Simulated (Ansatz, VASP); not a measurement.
# Cross-check of BW2 between VASP and Ansatz

One calculation is typed for both programs; each brings its own data sets. How far apart do they land? The cell is taken from a series of runs on this material, whose earlier steps may have relaxed, scaled, displaced or heated it; both programs get it as it stands.

Method: plane waves, with VASP 6.6.1 beside it; PBEsol, in Ansatz 0.2.0.

### Step 1. The structure

Symmetry: I4/mcm, No. 140, tetragonal system. The conventional cell has a = 5.539 Å, b = 5.539 Å, c = 4.747 Å, α = 90.00°, β = 90.00°, γ = 90.00°. Nearest to B lie 2 B at 2.37 Å and 8 W at 2.37 Å. Nearest to W lie 4 B at 2.37 Å. Farther neighbours are not listed.

### Step 2. VASP: relaxation of cell and atoms, PBEsol

The relaxed volume is the usual yardstick between codes: in a stiff, nearly cubic crystal its relative difference is about their pressure difference at one cell divided by the bulk modulus.

Lines of VASP's logs that name or quote its potential files are left out, and so is its time.

File INCAR:

```
SYSTEM = BW2
PREC = Accurate
ENCUT = 600
EDIFF = 1E-07
NELM = 120
ISMEAR = 1
SIGMA = 0.2
LREAL = .FALSE.
ALGO = Normal
GGA = PS
NBANDS = 21
LASPH = .TRUE.
LORBIT = 11
LWAVE = .FALSE.
LCHARG = .FALSE.
ISIF = 3
IBRION = 2
NSW = 80
EDIFFG = -0.005
GGA_COMPAT = .FALSE.
NELMIN = 4
KPAR = 2
```

File POSCAR:

```
BW2
1.0
   -2.7697000000      2.7697000000      2.3734130000
    2.7697000000     -2.7697000000      2.3734130000
    2.7697000000      2.7697000000     -2.3734130000
B W
2 4
Direct
    0.2500001053      0.2500001053      0.0000000000
    0.7500001053      0.7500001053      0.0000000000
    0.6702104921      0.1702104921      0.8404209842
    0.1702104921      0.3297895079      0.5000000000
    0.3297895079      0.8297895079      0.1595790158
    0.8297895079      0.6702104921      0.5000000000
```

File KPOINTS:

```
Automatic mesh
0
Gamma
8 8 8
0 0 0
```

PAW data sets: B and W (PBE family, release 64).

Launch:

```sh
$ mpirun -np 2 vasp_std
```

Numbers of over 12 decimals in the logs are rounded to 6 here.

What it wrote:

```text
[banner, memory and clock lines left out]
running    2 mpi-ranks, on    1 nodes
 distrk:  each k-point on    1 cores,    2 groups
 distr:  one band on    1 cores,    1 groups

 POSCAR found type information on POSCAR B W
 POSCAR found :  2 types and       6 ions
|                                                                             |
|               ----> ADVICE to this user running VASP <----                  |
|                                                                             |
|     You enforced a specific xc type in the INCAR file but a different       |
|     [... a line on the potential file left out ...]
|     I HOPE YOU KNOW WHAT YOU ARE DOING!                                     |
|                                                                             |

 LDA part: xc-table for (Slater+PW92), standard interpolation
 POSCAR, INCAR and KPOINTS ok, starting setup
 FFT: planning ... GRIDC
 FFT: planning ... GRID_SOFT
 FFT: planning ... GRID
 WAVECAR not read
 entering main loop
       N       E                     dE             d eps       ncg     rms          rms(c)
DAV:   1     0.116482415772E+03    0.11648E+03   -0.14766E+04  2478   0.146E+03
DAV:   2    -0.605622425445E+02   -0.17704E+03   -0.16612E+03  2819   0.347E+02
DAV:   3    -0.763452851547E+02   -0.15783E+02   -0.15021E+02  3612   0.736E+01
DAV:   4    -0.767475674766E+02   -0.40228E+00   -0.39742E+00  3428   0.120E+01
DAV:   5    -0.767566741147E+02   -0.91066E-02   -0.90804E-02  3452   0.165E+00    0.520E+01
DAV:   6    -0.720785947210E+02    0.46781E+01   -0.17051E+01  3269   0.204E+01    0.234E+01
DAV:   7    -0.715099177706E+02    0.56868E+00   -0.22556E+00  3231   0.937E+00    0.669E+00
DAV:   8    -0.714441802073E+02    0.65738E-01   -0.15611E-01  3255   0.255E+00    0.391E-01
DAV:   9    -0.714403573168E+02    0.38229E-02   -0.12032E-02  3237   0.616E-01    0.166E-01
DAV:  10    -0.714400777080E+02    0.27961E-03   -0.78513E-04  3412   0.167E-01    0.332E-02
DAV:  11    -0.714400813240E+02   -0.36160E-05   -0.18868E-04  3207   0.698E-02    0.211E-02
DAV:  12    -0.714400766877E+02    0.46363E-05   -0.48733E-05  3190   0.356E-02    0.569E-03
DAV:  13    -0.714400763217E+02    0.36598E-06   -0.18869E-06  3297   0.103E-02    0.272E-03
DAV:  14    -0.714400762459E+02    0.75768E-07   -0.77778E-07  3253   0.428E-03
   1 F= -.71440076E+02 E0= -.71438462E+02  d E =-.714401E+02
[...]
2 F= -.71421485E+02 E0= -.71419598E+02  d E =0.185909E-01
[...]
3 F= -.71442923E+02 E0= -.71441241E+02  d E =-.284638E-02
[...]
4 F= -.71443311E+02 E0= -.71441490E+02  d E =-.388101E-03
 trial-energy change:   -0.000388  1 .order   -0.000389   -0.000672   -0.000107
 step:   1.0144(harm=  1.0144)  dis= 0.00159  next Energy=   -71.443322 (dE=-0.399E-03)
 bond charge predicted
       N       E                     dE             d eps       ncg     rms          rms(c)
DAV:   1    -0.714433257353E+02   -0.14939E-04   -0.18368E-03  2513   0.241E-01    0.144E-02
DAV:   2    -0.714433219567E+02    0.37785E-05   -0.25005E-05  3722   0.348E-02    0.707E-03
DAV:   3    -0.714433204330E+02    0.15237E-05   -0.39913E-06  3004   0.106E-02    0.202E-03
DAV:   4    -0.714433203731E+02    0.59889E-07   -0.49139E-07  2971   0.476E-03
   5 F= -.71443320E+02 E0= -.71441474E+02  d E =-.397747E-03
 curvature:  -0.53 expect dE=-0.403E-05 dE for cont linesearch -0.149E-08
 trial: gam= 0.00750 g(F)=  0.371E-05 g(S)=  0.397E-05 ort = 0.152E-05 (trialstep = 0.886E+00)
 search vector abs. value=  0.774E-05
 reached required accuracy - stopping structural energy minimisation
```

From OUTCAR (step 2):

```text
ion  position               nearest neighbor table
   1  0.250  0.250  0.000-   3 2.37   6 2.37   4 2.37   5 2.37   5 2.37   4 2.37   6 2.37   3 2.37

  LATTYP: Found a body centered tetragonal cell.
 ALAT       =     5.5394000000
 C/A-ratio  =     0.8569206051

 Subroutine GETGRP returns: Found 16 space group operations
 (whereof  8 operations were pure point group operations)

The static configuration has the point symmetry C_4h.
 The point group associated with its full space group is D_4h.

 Found     59 irreducible k-points:

   k-points           NKPTS =     59   k-points in BZ     NKDIM =     59   number of bands    NBANDS=     21

   dimension x,y,z NGX =    40 NGY =   40 NGZ =   40
   dimension x,y,z NGXF=    80 NGYF=   80 NGZF=   80

   ENCUT  =  600.0 eV  44.10 Ry    6.64 a.u.   9.15  9.15  9.15*2*pi/ulx,y,z

   NELECT =      30.0000    total number of electrons

 k-points in reciprocal lattice and weights: Automatic mesh
   0.00000000  0.00000000  0.00000000       0.002
   0.12500000  0.00000000  0.00000000       0.016
   0.25000000  0.00000000  0.00000000       0.016
   0.37500000  0.00000000  0.00000000       0.016
   0.50000000  0.00000000  0.00000000       0.008
   0.12500000  0.12500000  0.00000000       0.016
   0.25000000  0.12500000  0.00000000       0.031
   0.37500000  0.12500000  0.00000000       0.031
   0.50000000  0.12500000  0.00000000       0.031
[...]
-0.37500000 -0.37500000  0.37500000       0.004
   0.50000000  0.50000000  0.50000000       0.002

 average (electrostatic) potential at core
       1 -24.6430       2 -24.6430       3 -36.9392       4 -36.9392       5 -36.9392
       6 -36.9392

 E-fermi :   8.4130

 k-point     1 :       0.0000    0.0000    0.0000
  band No.  band energies     occupation
    ...
     11       5.0856      2.00000
     12       5.6015      2.00000
     13       6.8421      2.00000
     14       7.2311      2.00000
     15       8.4329      0.83271
     16       9.1831     -0.00000
     17       9.1831     -0.00000
     18       9.8063     -0.00000
     19      10.8564     -0.00000
     20      10.8564     -0.00000
    ...

 k-point     2 :       0.1250    0.0000    0.0000
  band No.  band energies     occupation
    ...
     11       5.3733      2.00000
     12       6.0035      2.00000
     13       6.6869      2.00000
     14       7.0702      2.00000
     15       8.3370      1.59464
     16       9.0290     -0.00012
     17       9.3035     -0.00000
     18      10.2173     -0.00000
     19      10.6520     -0.00000
     20      10.7780     -0.00000
    ...

 k-point     3 :       0.2500    0.0000    0.0000
  band No.  band energies     occupation
    ...
     11       5.3661      2.00000
     12       6.2746      2.00000
     13       6.5525      2.00000
     14       6.7023      2.00000
     15       8.0605      2.03181
     16       9.2408     -0.00000
     17       9.6846     -0.00000
     18      10.2771     -0.00000
     19      10.7495     -0.00000
     20      10.9291     -0.00000
    ...

  Total        0.0099191      0.0099191     -0.0172170      0.0000000      0.0000000      0.0000000
  in kB        0.2194665      0.2194665     -0.3809366      0.0000000      0.0000000      0.0000000
  external PRESSURE =       0.0193321 kB  Pullay stress =       0.0000000 kB

  energy-cutoff  :      600.00
  volume of cell :       72.41
      direct lattice vectors                 reciprocal lattice vectors
    -2.767202723  2.767202723  2.364143764     0.000000000  0.180687882  0.211493060
     2.767202723 -2.767202723  2.364143764     0.180687882  0.000000000  0.211493060
     2.767202723  2.767202723 -2.364143764     0.180687882  0.180687882  0.000000000

 POSITION                                       TOTAL-FORCE (eV/Angst)
 -----------------------------------------------------------------------------------
      0.00000      0.00000      1.18207         0.000000     -0.000000      0.000000
      0.00000      0.00000      3.54622         0.000000     -0.000000      0.000000
      0.94001      3.70722     -0.00000         0.003099      0.003099      0.000000
      1.82719      0.94001      0.00000        -0.003099      0.003099     -0.000000
      1.82719     -0.94001      2.36414        -0.003099     -0.003099     -0.000000
      0.94001      1.82719      2.36414         0.003099     -0.003099      0.000000
 -----------------------------------------------------------------------------------
    total drift:                                0.000000     -0.000000     -0.000032

  FREE ENERGIE OF THE ION-ELECTRON SYSTEM (eV)
  ---------------------------------------------------
  free  energy   TOTEN  =       -71.4433203731 eV

  energy  without entropy=      -71.4377809097  energy(sigma->0) =      -71.44147389

 reached required accuracy - stopping structural energy minimisation

 total charge
# of ion       s       p       d       tot
------------------------------------------
    1        0.673   1.153   0.000   1.826
    2        0.673   1.153   0.000   1.826
    3        0.644   0.789   4.322   5.754
    4        0.644   0.789   4.322   5.754
    5        0.644   0.789   4.322   5.754
    6        0.644   0.789   4.322   5.754
--------------------------------------------------
tot          3.920   5.462  17.286  26.669

[... 3 further parts left out ...]
```

CONTCAR:

```
BW2
   1.00000000000000
    -2.7672027230568839    2.7672027230568839    2.3641437643437540
     2.7672027230568839   -2.7672027230568839    2.3641437643437540
     2.7672027230568839    2.7672027230568839   -2.3641437643437540
  B               W
     2     4
Direct
     0.2500001053000034    0.2500001053000034    0.0000000000000000
     0.7500001053000034    0.7500001053000034    0.0000000000000000
     0.6698490516512744    0.1698490516512744    0.8396981033025559
     0.1698490516512744    0.3301509483487256    0.5000000000000000
     0.3301509483487256    0.8301509483487256    0.1603018966974441
     0.8301509483487256    0.6698490516512744    0.5000000000000000
```

The PAW data sets were made with PBE, which is usual practice but a small mismatch for other functionals. The run keeps the 16 symmetry operations of its start, so it cannot find a distortion of lower symmetry.

### Step 3. Ansatz: relaxation of cell and atoms, PBEsol

Ansatz runs on its default PAW (the set named soft_2) files.

The same cell, functional, mesh and smearing now go to Ansatz, which takes its cutoff from its data sets.

File input.yaml:

```yaml
crystal:
  lattice:
    - [-2.7696997386, 2.7696997386, 2.3734134847]
    - [2.7696997386, -2.7696997386, 2.3734134847]
    - [2.7696997386, 2.7696997386, -2.3734134847]
  atoms:
    - { symbol: B, position: [0.25, 0.25, 0.0] }
    - { symbol: B, position: [0.75, 0.75, 0.0] }
    - { symbol: W, position: [0.6702105226, 0.1702105226, 0.8404210451] }
    - { symbol: W, position: [0.1702105226, 0.3297894774, 0.5] }
    - { symbol: W, position: [0.3297894774, 0.8297894774, 0.1595789549] }
    - { symbol: W, position: [0.8297894774, 0.6702105226, 0.5] }
kpoints:
  mp_grid: { grid: [8, 8, 8] }
hamiltonian:
  xc: pbesol
scf:
  occupations: { method: methfessel_paxton, width: 0.2 }
output:
  forces: true
  stress: true
  eigenvalues: true
relax:
  adjacent_minimum: "off"
  f_tol: 0.001
  max_steps: 60
  cell: { stress_tol: 0.01 }
```

Launch:

```sh
$ ansatz run input.yaml --threads 16 --pin off --max-ram 61440MiB --backend cuda --events-out ev --progress --plain --runs-dir out --max-vram 78GiB
```

What it wrote:

```text
Engine: ansatz 0.2.0, aarch64-unknown-linux-gnu
Pseudopotentials: kind: paw
Pseudopotential: B, paw, valence charge 3, recommended cutoff 420 eV (normal), B.paw.azcp
Pseudopotential: W, paw, valence charge 14, recommended cutoff 420 eV (normal), W.paw.azcp
Functional definition: PBEsol
  exchange = pbesol_x
  correlation = pbesol_c
[...]
Crystal: 6 atoms, lattice volume = 72.828 Å³
Basis set: ecut = 420 eV, 1423 PW (Γ), exchange–correlation on 64×64×64 points (8 copies of the dense FFT grid, shifted against one another)
Bands: 38, of which v1, the nominal top of the filled ones, is band 31 counted from 1 (30 counted from 0)
Symmetry: 16 space group operations
Space group: I4/mcm (ITA 140), of the structure as read, at distance tolerance 4.2e-5 Å
k-points: 59 of 512
Non-local potential: B, projectors of the file, l = 0: 2, l = 1: 2, l = 2: 1
Non-local potential: W, projectors of the file, l = 0: 3, l = 1: 2, l = 2: 2, l = 3: 1
PAW form: soft (Blöchl's): semilocal exchange-correlation on the pseudo side does not see the compensation charge
PAW frozen core: B, regenerated for the run's functional, and the local potential with it (the file was generated under x = pbe(κ = 0.804, μ = 0.219515), c = pbe(β = 0.066725))
PAW frozen core: W, regenerated for the run's functional, and the local potential with it (the file was generated under x = pbe(κ = 0.804, μ = 0.219515), c = pbe(β = 0.066725))
PAW one-centre angular grid: B, 110 points (default); XC on 64 Gauss nodes
PAW one-centre angular grid: W, 590 points (default); XC on 64 Gauss nodes
Initial density: superposition of atomic densities (neutral atoms: chi_scale 0, normalization atom), corrected by the library's trained network
Initial wavefunctions: pseudopotential atomic-orbital guess
[...]
Functional: x = pbesol(κ = 0.804, μ = 0.123457), c = pbesol(β = 0.046)
SCF iter   1: F=—  HF=-41333.402244 eV  |F-HF|=—  |Δ(HF+E_count)|=         —  Δρ=5.74e-3  dr2=2.17e-2  ethr=1.77e-3  ⟨swp⟩=5.0  Hψ=8542  notcnv=0
preconditioner: auto → Kerker (q_TF=auto, 2.656 Å⁻¹)  [metal: Δε(μ)=0.023 eV  Ē_g=6.449 eV  σ=0.200 eV  W_gap=0.10  n_scr=18 (ndim 8)  ℏωp=23.8 eV  f_vac=0.000  D(μ)=3.97/eV (n_scr^D=42)]
SCF iter   2: F=—  HF=-41333.398568 eV  |F-HF|=—  |Δ(HF+E_count)|=   3.68e-3  S|Δr|=    0.00e0  Δρ=3.22e-3  dr2=6.41e-3  ethr=3.50e-5  ⟨swp⟩=1.0  Hψ=2716  notcnv=0
[...]
SCF iter   5: F=-41333.397611 eV  HF=-41333.397611 eV  |F-HF|=1.19e-8  |Δ(HF+E_count)|=   2.21e-7  S|Δr|=    0.00e0  Δρ=7.35e-6  dr2=2.87e-8  ethr=1.61e-10  ⟨swp⟩=7.3  Hψ=11908  notcnv=0
SCF 1 converged in 5 iterations: F = -41333.397611 eV  dr2 = 2.87e-8
  greatest PAW one-centre occupation: 1.000 electrons in one spin orbital (limit 2), on the W atom at site 5 (counted from 0), in its partial waves of l = 0
relax step   1: F+E_penalty+E_count = -41333.39761072 eV  Δ(F+E_penalty+E_count) = +0.000e0 eV  max|allowed force component| = 1.285e-2 eV/Å  Δτ_max = 0.0000 Å  P = -0.013 GPa  Ω = 72.828 Å³  (5 SCF iters, dr2 threshold 1.00e-7 eV, accepted)
[...]
relax step   2: F+E_penalty+E_count = -41333.39760105 eV  Δ(F+E_penalty+E_count) = +9.673e-6 eV  max|allowed force component| = 1.746e-2 eV/Å  Δτ_max = 0.0018 Å  P = +0.117 GPa  Ω = 72.796 Å³  energy of the carried Pulay correction = +2.158e-5 eV  (5 SCF iters, dr2 threshold 1.03e-8 eV, rejected (line search))
[...]
relax step   3: F+E_penalty+E_count = -41333.39764028 eV  Δ(F+E_penalty+E_count) = -2.956e-5 eV  max|allowed force component| = 4.868e-4 eV/Å  Δτ_max = 0.0008 Å  P = -0.026 GPa  Ω = 72.829 Å³  energy of the carried Pulay correction = -5.285e-7 eV  (6 SCF iters, accepted)
[...]
relax step   4: F+E_penalty+E_count = -41333.39764594 eV  Δ(F+E_penalty+E_count) = -5.659e-6 eV  max|allowed force component| = 6.515e-5 eV/Å  Δτ_max = 0.0000 Å  P = +0.011 GPa  Ω = 72.821 Å³  energy of the carried Pulay correction = +4.724e-6 eV  (3 SCF iters, dr2 threshold 1.78e-9 eV, accepted)
[...]
relax step   5: F+E_penalty+E_count = -41333.39764449 eV  Δ(F+E_penalty+E_count) = +1.450e-6 eV  max|allowed force component| = 2.730e-6 eV/Å  Δτ_max = 0.0000 Å  P = +0.000 GPa  Ω = 72.823 Å³  energy of the carried Pulay correction = +3.196e-6 eV  (3 SCF iters, dr2 threshold 3.14e-10 eV, accepted)
[...]
relax step   6: F+E_penalty+E_count = -41333.39763784 eV  Δ(F+E_penalty+E_count) = +6.657e-6 eV  max|allowed force component| = 1.888e-6 eV/Å  Δτ_max = 0.0000 Å  P = +0.000 GPa  Ω = 72.823 Å³  stress off target by 2.09e-3 GPa  SCF on the basis re-selected at this cell (its energy is not comparable with the rows above)  (4 SCF iters)
[...]
SCF converged after 4 iterations
Stability not checked: this state was not tested for a lower state beside it, because cold or Methfessel-Paxton smearing, or corrected tetrahedra, fill the levels in a way that the test cannot read (fill_not_monotonic; see scf.lower_state_search)
Free energy (F): -41333.397638 eV
Harris-Foulkes:  -41333.397638 eV  (|F-HF|=1.46e-11)
Internal energy: -41333.392497 eV  (E = F + TS)
E sigma→0 (E₀):  -41333.396353 eV
Entropy (-TS):   -0.005141 eV (-0.857 meV/atom)
Fermi energy:    21.853998 eV
--- Per-component energies (eV) ---
  E_band       = -287.536967
  E_kinetic    = 1905.926901
  E_local      = -2513.224882  (includes V_loc(G=0)·N_el)
  E_nonlocal   = 33.200990
  E_hartree    = 918.630553
  E_xc         = -1128.934948
  E_vxc        = -1036.000939  (∫ρ·V_xc dr)
  E_paw        = -33895.520435  (= ΣΔE_a)
  E_vpaw       = -514.699908  (= ΣTr[D̂ρ^β])
  E_aug_tail   = -0.000236  (compensation charges beyond the density's cutoff)
  E_ewald      = -6654.387031
  E_core_change = 0.916591  (= ΣΔE_core)
  E_smearing   = -0.005141  (= −TS)
  E_closure    = 0.000000  (closes the sum)
  Σ components = -41333.397638   (vs F -41333.397638, Δ=0.00e0)
--- Forces (eV/Å), atoms counted from 1 ---
  atom   1  B      0.00000000     0.00000000     0.00000000
  atom   2  B      0.00000000     0.00000000     0.00000000
  atom   3  W      0.00000189     0.00000189     0.00000000
  atom   4  W     -0.00000189     0.00000189     0.00000000
  atom   5  W     -0.00000189    -0.00000189     0.00000000
  atom   6  W      0.00000189    -0.00000189     0.00000000
  max |Σ_I F_I| component: 3.47e-17 eV/Å
--- Stress (GPa, compression-positive) ---
       -0.000977       0.000000       0.000000
        0.000000      -0.000977       0.000000
        0.000000       0.000000       0.002088
  P = ⅓ Tr σ = 0.0000 GPa (0.000 kbar)
--- Band table (eV; the first three rows and the last of 59) ---
  k-point 0: bands = [... 27 lower, 19.0890, 20.2590, 20.6573, 21.8726, 22.6481, 22.6481, 23.2417, 24.2908, ... 3 higher]
  k-point 1: bands = [... 27 lower, 19.0557, 20.3717, 20.6930, 21.8372, 22.1629, 22.3428, 23.7183, 24.3392, ... 3 higher]
  k-point 2: bands = [... 27 lower, 18.7994, 20.6503, 21.0619, 21.6342, 21.6692, 21.7472, 24.2323, 24.3840, ... 3 higher]
  k-point 58: bands = [... 27 lower, 19.9174, 19.9174, 19.9944, 20.7208, 21.8500, 21.8500, 22.0850, 23.2069, ... 3 higher]
--- Relaxed structure (5 steps of the walk, 4 accepted, 1 SCFs on fresh bases) ---
  F+E_penalty+E_count = -41333.39763784 eV   max|allowed force component| = 1.888e-6 eV/Å   (the final SCF, on the basis selected at the relaxed cell)
  cell:  # Å, volume = 72.8234 Å³
    - [-2.769947, 2.769947, 2.372837]
    - [2.769947, -2.769947, 2.372837]
    - [2.769947, 2.769947, -2.372837]
  atoms:
    - { symbol: B, position: [0.250000, 0.250000, 0] }
    - { symbol: B, position: [0.750000, 0.750000, 0] }
    - { symbol: W, position: [0.670113, 0.170113, 0.840227] }
    - { symbol: W, position: [0.170113, 0.329887, 0.500000] }
    - { symbol: W, position: [0.329887, 0.829887, 0.159773] }
    - { symbol: W, position: [0.829887, 0.670113, 0.500000] }
```

The column dr2 measures how far the density is from self-consistency, as an energy; F and HF (Harris–Foulkes) agree once it is small.

### Step 4. Comparison

Known differences besides the potentials themselves: the data sets hold 62 valence electrons in Ansatz (on its default PAW (the set named soft_2) files) and 30 in VASP; the cutoff is 420 eV in Ansatz and 600 eV in VASP; Ansatz makes its cores anew for this functional, VASP keeps those of its PBE data sets; Ansatz adds a Pulay correction to the stress that steers its cell, VASP none. Total energies have different zeros and are not compared.

Both answers:

| quantity | Ansatz | VASP | difference |
| --- | --- | --- | --- |
| volume (Å³) | 72.82 | 72.41 | +0.57 % |
| edge a after relaxation, in the typed setting (Å) | 4.580 | 4.572 | +0.17 % |

### Step 5. Outcome

| Item | Value |
| --- | --- |
| difference in volume (relaxation of cell and atoms, PBEsol) | 0.57 % |

What this shows: The difference in volume is 0.57 % (relaxation of cell and atoms, PBEsol), within the 1.2 % picked in this series as the mark of a large difference, as far as the stopping tolerances let one tell. The data sets hold unlike numbers of valence electrons (62 in Ansatz and 30 in VASP), so part of the differences may come from the potentials. Such differences can come from data sets, numerical settings and the points named under the comparisons, not from the functional's error against experiment.

[Lines on the potential files, build, host, timing and source positions are cut from VASP's logs without a mark.]

[Logs are printed without paths, hosts, clocks, repeated set-up lines and the standing remarks that a program may print on its own settings, such as how far it seeks lower states.]

[Hosts, paths, dates, database ids (printed as entryN), source tags and the programs' standing remarks are cut or masked in the printed files.]
